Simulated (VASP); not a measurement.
Input:

```
CELL_PARAMETERS angstrom
      1.86464    -3.22965     0.00000
      1.86464     3.22965     0.00000
      0.00000     0.00000     5.94011
ATOMIC_POSITIONS crystal
  Zr 0.00000 0.00000 0.00000
  S  0.33333 0.66667 0.25011
  S  0.66667 0.33333 0.74989
```

Level of theory: optB86b-vdW, VASP's PBE PAW potentials (set 64) (plane waves; VASP 6.6.1). Numerical set-up: 520 eV cut-off, 7×7×4 Γ-centred mesh, Gaussian smearing of 0.050 eV, potentials Zr_sv S.

The ions and cell shape at fixed volume are relaxed. What does this cell relax into?

```
CELL_PARAMETERS angstrom
      1.83917    -3.18554     0.00000
      1.83917     3.18554     0.00000
      0.00000     0.00000     6.10572
ATOMIC_POSITIONS crystal
  Zr 0.00000 0.00000 0.00000
  S  0.33333 0.66667 0.23832
  S  0.66667 0.33333 0.76168
```
Space group P-3m1 (164), at a tolerance of 0.03 Å.

How much energy does the relaxation gain?

The energy (σ→0) changes by -16.2 meV/atom, in 7 ionic steps.

The compound is ZrS2 in the 1T layered structure. This cell is one point of a volume scan, at 1.06 of the reference volume. Symmetry was kept, so distortions that lower it aren't found.
